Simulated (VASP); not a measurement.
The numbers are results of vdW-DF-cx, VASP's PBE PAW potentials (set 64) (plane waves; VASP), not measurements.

The input files of a VASP run:

**KPOINTS**
```
Regular mesh
0
Gamma
 15 15 15
```

**POSCAR**
```
HfC
1
    0.0000000000     2.3097266059     2.3097266059
    2.3097266059     0.0000000000     2.3097266059
    2.3097266059     2.3097266059     0.0000000000
Hf C
1 1
Direct
  0.0000000000   0.0000000000   0.0000000000
  0.5000000000   0.5000000000   0.5000000000
```

**INCAR**
```
SYSTEM = HfC
PREC = Accurate
ENCUT = 520
EDIFF = 1E-7
NELM = 100
ALGO = Normal
LREAL = .FALSE.
LASPH = .TRUE.
ISMEAR = -5
GGA = CX
LUSE_VDW = .TRUE.
AGGAC = 0.0
LMAXMIX = 6
LWAVE = .FALSE.
LCHARG = .TRUE.
LORBIT = 11
NEDOS = 601
ISIF = 2
```

POTCAR, in this order: Hf_pv C (PBE.64 set). Program: vasp_std.

Question: What will the output report for the number of irreducible k-points (NKPTS), largest plane-wave count, number of space-group operations, FFT grid (NGX, NGY, NGZ)?

Answer: 
- number of irreducible k-points (NKPTS) = 120
- largest plane-wave count = 680
- number of space-group operations = 48
- FFT grid (NGX, NGY, NGZ) = 24 × 24 × 24

The compound is HfC in the rock salt structure. It was relaxed first.
